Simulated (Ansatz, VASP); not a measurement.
# Cross-check of SnH between VASP and Ansatz, part 2 of 2

One calculation is typed for both programs; each brings its own data sets. How far apart do they land? The cell is generated by rule, not measured, and may not be a known phase. The cell is taken from a series of runs on this material, whose earlier steps may have relaxed, scaled, displaced or heated it; both programs get it as it stands.

VASP 6.6.1 and Ansatz 0.2.0.

So far: Starting point; VASP: zone-centre phonons, LDA.

The structure was built from a prototype and need not be the compound's stable phase.

**3. Ansatz: zone-centre phonons, LDA**

Level of this step: Ansatz beside VASP: Kohn-Sham DFT, plane waves, LDA (Ansatz).

Ansatz runs on norm-conserving files, of PseudoDojo where its log says so.

The same cell, functional (in two slightly different forms), mesh and smearing now go to Ansatz, which takes its cutoff from its data sets.

Contents of input.yaml:

```yaml
crystal:
  lattice:
    - [3.2044336889, 0.0, 0.0]
    - [0.0, 3.2044336889, 0.0]
    - [0.0, 0.0, 6.1531286746]
  atoms:
    - { symbol: Sn, position: [0.0, 0.5, 0.0] }
    - { symbol: Sn, position: [0.5, 0.0, 0.5] }
    - { symbol: H, position: [0.0, 0.0, 0.75] }
    - { symbol: H, position: [0.0, 0.0, 0.25] }
kpoints:
  mp_grid: { grid: [12, 12, 8] }
hamiltonian:
  xc: lda
  pseudopotentials: { kind: nc }
scf:
  occupations: { method: methfessel_paxton, width: 0.2 }
output:
  eigenvalues: true
phonons:
  method: dfpt
```

On the command line:

```console
ansatz run input.yaml --threads 8 --pin off --max-ram 14336MiB --backend cpu --events-out ev --progress --plain --runs-dir out
```

Log:

```text
zone centre: on kpoints.mp_grid the ground state, and the responses unless they are solved on pairs of k-points, stand on 245 of the mesh's 1152 k-points, reduced under 4 symmetry operations, with k and −k counted as one. Each operation leaves every solved displacement unchanged or reverses it
Engine: ansatz 0.2.0, x86_64-unknown-linux-gnu
Pseudopotentials: kind: nc
Pseudopotential: Sn, nc, valence charge 14, recommended cutoff 979.609905 eV (normal), Sn.nc.azcp (PseudoDojo's, or run here from an input of PseudoDojo's: the run reads no file of this project's for it)
Pseudopotential: H, nc, valence charge 1, recommended cutoff 1006.821291 eV (normal), H.nc.azcp (PseudoDojo's, or run here from an input of PseudoDojo's: the run reads no file of this project's for it)
Functional definition: SPW92
  exchange = slater_x
  correlation = pw_c
Crystal: 4 atoms, lattice volume = 63.183 Å³
Basis set: ecut = 1006.821291 eV, 4587 PW (Γ), exchange–correlation on 72×72×128 points (8 copies of the dense FFT grid, shifted against one another)
Bands: 19, of which v1, the nominal top of the filled ones, is band 15 counted from 1 (14 counted from 0)
Symmetry: 16 space group operations
k-points: 245 of 1152 (irreducible under 4 space group operations, time reversal used)
Non-local potential: Sn, projectors of the file, l = 0: 2, l = 1: 2, l = 2: 2
Non-local potential: H, projectors of the file, l = 0: 2, l = 1: 1
Initial density: superposition of atomic densities (chi_scale 0.1, normalization cell, long waves kept (reshape's long-wave potential 0.00 eV rms))
Initial wavefunctions: pseudopotential atomic-orbital guess
Functional: x = slater, c = lda
SCF iter   1: F=—  HF=-4306.533794 eV  |F-HF|=—  |Δ(HF+E_count)|=         —  Δρ=3.64e-2  dr2=9.69e-1  ethr=3.10e-3  ⟨swp⟩=6.2  Hψ=47202  notcnv=0  defer=24
automatic band count: the SCF goes on with 23 bands, as 19 were too few: they end inside the smearing window of the response
preconditioner: auto → Kerker (q_TF=auto, 2.410 Å⁻¹)  [metal: Δε(μ)=0.007 eV  Ē_g=21.134 eV  σ=0.200 eV  W_gap=0.03  n_scr=16 (ndim 8)  ℏωp=25.6 eV  f_vac=0.000  D(μ)=1.32/eV (n_scr^D=2)]
SCF iter   2: F=—  HF=-4306.289305 eV  |F-HF|=—  |Δ(HF+E_count)|=   2.44e-1  S|Δr|=    0.00e0  Δρ=1.88e-2  dr2=2.87e-1  ethr=3.10e-3  ⟨swp⟩=1.5  Hψ=7844  notcnv=0  defer=36
SCF iter   3: F=—  HF=-4306.190390 eV  |F-HF|=—  |Δ(HF+E_count)|=   9.89e-2  S|Δr|=    0.00e0  Δρ=3.07e-3  dr2=3.04e-3  ethr=9.55e-4  ⟨swp⟩=2.0  Hψ=7302  notcnv=0  defer=36
SCF iter   4: F=—  HF=-4306.191634 eV  |F-HF|=—  |Δ(HF+E_count)|=   1.24e-3  S|Δr|=    0.00e0  Δρ=5.01e-4  dr2=1.24e-4  ethr=1.01e-5  ⟨swp⟩=2.6  Hψ=10298  notcnv=0  defer=243
SCF iter   5: F=—  HF=-4306.191619 eV  |F-HF|=—  |Δ(HF+E_count)|=   1.45e-5  S|Δr|=    0.00e0  Δρ=1.88e-4  dr2=1.01e-5  ethr=4.12e-7  ⟨swp⟩=2.2  Hψ=8275  notcnv=0  defer=243
SCF iter   6: F=—  HF=-4306.191614 eV  |F-HF|=—  |Δ(HF+E_count)|=   4.91e-6  S|Δr|=    0.00e0  Δρ=4.16e-5  dr2=1.62e-6  ethr=3.37e-8  ⟨swp⟩=2.3  Hψ=8484  notcnv=0  defer=243
SCF iter   7: F=—  HF=-4306.191725 eV  |F-HF|=—  |Δ(HF+E_count)|=   1.10e-4  S|Δr|=    0.00e0  Δρ=7.45e-6  dr2=4.47e-8  ethr=5.42e-9  ⟨swp⟩=2.1  Hψ=6425  notcnv=0  defer=421
SCF iter   8: F=—  HF=-4306.191725 eV  |F-HF|=—  |Δ(HF+E_count)|=   1.21e-8  S|Δr|=    0.00e0  Δρ=1.56e-6  dr2=9.09e-10  ethr=1.49e-10  ⟨swp⟩=2.7  Hψ=8835  notcnv=0  defer=421
SCF iter   9: F=—  HF=-4306.191725 eV  |F-HF|=—  |Δ(HF+E_count)|=  1.76e-10  S|Δr|=    0.00e0  Δρ=2.84e-7  dr2=4.90e-11  ethr=3.03e-12  ⟨swp⟩=2.4  Hψ=8132  notcnv=0  defer=421
SCF iter  10: F=-4306.191725 eV  HF=-4306.191725 eV  |F-HF|=0.00e0  |Δ(HF+E_count)|=  9.09e-13  S|Δr|=    0.00e0  Δρ=6.11e-8  dr2=2.55e-12  ethr=1.00e-12  ⟨swp⟩=13.3  Hψ=33166  notcnv=0
SCF 1 converged in 10 iterations: F = -4306.191725 eV  dr2 = 2.55e-12
DFPT response loops at Γ: preconditioner auto → Kerker (q_TF=auto, 2.410 Å⁻¹) (partly filled bands, converged f_vac=0.000); β = 1.00, the filter's whole step (`scf.mixing.beta` (0.50) is not read by the response loops under this deck's `scf.mixing.preconditioner`; to damp them name `kerker` or `kerker_dos`, under which they read `scf.mixing.beta`, and type it under 1.00, their step now; both keys bind the ground state too); Broyden in place of MSR1
SCF converged after 10 iterations
Stability not checked: this state was not tested for a lower state beside it, because cold or Methfessel-Paxton smearing, or corrected tetrahedra, fill the levels in a way that the test cannot read (fill_not_monotonic; see scf.lower_state_search)
Free energy (F): -4306.191725 eV
Harris-Foulkes:  -4306.191725 eV  (|F-HF|=0.00e0)
Internal energy: -4306.192801 eV  (E = F + TS)
E sigma→0 (E₀):  -4306.191994 eV
Entropy (-TS):   0.001076 eV (0.269 meV/atom)
Fermi energy:    9.722162 eV
Step filling:    the computed levels leave a gap of 0.0205 eV = 0.1 smearing widths at the electron count; against every level under it full and every level over it empty, smearing changes F+E_penalty+E_count by +1.235 meV and its σ→0 estimate by +0.966 meV
--- Per-component energies (eV) ---
  E_band       = -193.550149
  E_kinetic    = 2575.412590
  E_local      = -2788.192331  (includes V_loc(G=0)·N_el)
  E_nonlocal   = -1213.694548
  E_hartree    = 969.926578
  E_xc         = -1199.173383
  E_vxc        = -706.929030  (∫ρ·V_xc dr)
  E_ewald      = -2650.471707
  E_smearing   = 0.001076  (= −TS)
  E_closure    = -0.000000  (closes the sum)
  Σ components = -4306.191725   (vs F -4306.191725, Δ=0.00e0)
--- Band table (eV; the first three rows and the last of 245) ---
  k-point 0: bands = [... 11 lower, 1.4735, 2.3186, 11.0793, 13.1863, 13.1863, 13.3545, 14.6511, 15.9182, ... 4 higher]
  k-point 1: bands = [... 11 lower, 0.8662, 3.0438, 10.6181, 13.2518, 13.2518, 13.3641, 14.5675, 15.7218, ... 4 higher]
  k-point 2: bands = [... 11 lower, 0.0854, 4.1759, 9.5150, 13.4396, 13.4461, 13.4461, 14.3544, 15.2586, ... 4 higher]
  k-point 244: bands = [... 11 lower, 4.2930, 5.2505, 5.2505, 8.0426, 8.0426, 10.0460, 10.0460, 12.7078, ... 4 higher]
--- Phonons (Γ-DFPT): 5 representative perturbations + reference, on 245 of 1152 k-points (Σ response iterations 18) ---
  k mesh reduced under 4 symmetry operations, with k and −k counted as one. Each operation leaves every solved displacement unchanged or reverses it
  ASR residual: 1.413e-5 → 0.000e0 eV/Å²; symmetrization residual: 3.339e-6 eV/Å²
  ASR residual per site (eV/Å²): 1.41e-5 1.41e-5 1.11e-5 1.11e-5
  Γ frequencies (cm⁻¹): -21.76 -21.76 0.00 0.00 0.00 109.61 109.61 115.02 232.33 379.58 502.73 502.73
  non-analytic LO–TO correction: not included (Born effective charges unavailable; polar crystals: no LO–TO splitting at Γ)
```

**4. Comparison**

Known differences besides the potentials themselves: the two LDA forms differ slightly; the cutoff is 1006.82 eV in Ansatz and 500 eV in VASP; VASP's log shows a relativistic correction to its local exchange, Ansatz's none. Total energies have different zeros and are not compared.

The two programs side by side:

```tsv
quantity	Ansatz	VASP	difference
optical mode 1 to 2 (imaginary, printed as negative) (cm⁻¹)	-21.8	-25.5	+3.7
optical mode 3 to 4 (cm⁻¹)	109.6	98.4	+11.43 %
optical mode 5 (cm⁻¹)	115.0	114.5	+0.47 %
optical mode 6 (cm⁻¹)	232.3	230.4	+0.86 %
optical mode 7 (cm⁻¹)	379.6	360.5	+5.30 %
optical mode 8 to 9 (cm⁻¹)	502.7	503.6	-0.17 %
```

Modes are paired by rising frequency, not by their patterns, so a pair may set unlike modes beside each other; they are those without the splitting of longitudinal modes.

**5. Results**

```yaml
r_m_s_difference_of_the_optical_zone_centre_modes_each_program_s_sorted_by_frequency_zone_centre_phonons_lda: 8.5 cm⁻¹
difference_in_optical_mode_3_to_4_zone_centre_phonons_lda: +11.4 %
```

What this shows: The r.m.s. difference of the optical zone-centre modes, each program's sorted by frequency is 8.5 cm⁻¹ (zone-centre phonons, LDA). Among the rows given in per cent, the largest difference of the zone-centre phonons, LDA pair is in optical mode 3 to 4, +11.4 %. What causes the difference of the zone-centre phonons, LDA pair stays open here. How closely two codes agree says nothing of how well the functional describes the real material.

[Lines on the potential files, build, host, timing and source positions are cut from VASP's logs without a mark.]

[Logs are printed without paths, hosts, clocks, repeated set-up lines and the standing remarks that a program may print on its own settings, such as how far it seeks lower states.]

[Hosts, paths, dates, database ids (printed as entryN), source tags and the programs' standing remarks are cut or masked in the printed files.]
